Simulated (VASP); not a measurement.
Given:

```
Ti
1.0
    1.47500    -2.55477     0.00000
    1.47500     2.55477     0.00000
    0.00000     0.00000     4.68000
Ti
2
Direct
  0.33333   0.66667   0.25000
  0.66667   0.33333   0.75000
```

The numbers are results of PBE GGA with D3 dispersion (zero damping), VASP's PBE PAW potentials (set 64) (plane waves; VASP 6.6.1), not measurements. Run with 520 eV cut-off, 13×13×7 Γ-centred mesh, first-order Methfessel-Paxton smearing of 0.10 eV, potentials Ti_sv.

Energy and stress use the plane-wave basis of the starting cell.

**Question.** The ions, cell shape and volume are relaxed. What does this cell relax into?

**Answer.** 
```
Ti
1.0
    1.44538    -2.50347     0.00000
    1.44538     2.50347     0.00000
    0.00000     0.00000     4.58397
Ti
2
Cartesian
  1.44538   0.83449   1.14599
  1.44538  -0.83449   3.43797
```
Space group P6_3/mmc (194), at a tolerance of 0.03 Å.

**Question.** How do energy and volume change from the first to the last step?

**Answer.** The energy (σ→0) changes by -22.7 meV/atom and the volume by -5.9 %, in 5 ionic steps.

The compound is Ti in the hcp structure. This run relaxes it. Symmetry was kept, so distortions that lower it aren't found.
